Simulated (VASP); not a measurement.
```yaml
crystal:
  lattice:
    - [0.00000, 2.73000, 2.73000]
    - [2.73000, 0.00000, 2.73000]
    - [2.73000, 2.73000, 0.00000]
  atoms:
    - { symbol: Mg, position: [0.00000, 0.00000, 0.00000] }
    - { symbol: Se, position: [0.50000, 0.50000, 0.50000] }
```

Level of theory: PBE GGA, VASP's PBE PAW potentials (set 64) (plane waves; VASP 6.6.1). Numerical set-up: 400 eV cut-off, 8×8×8 Γ-centred mesh, Gaussian smearing of 0.050 eV, potentials Mg Se.

Q: Give the stress tensor in GPa (positive for a compressed cell).

A: 
```
1.55  0.00  0.00
0.00  1.55  0.00
0.00  0.00  1.55
```
The pressure is its mean diagonal, 1.55 GPa.

The compound is MgSe in the rock salt structure. The cell was not relaxed at this level.
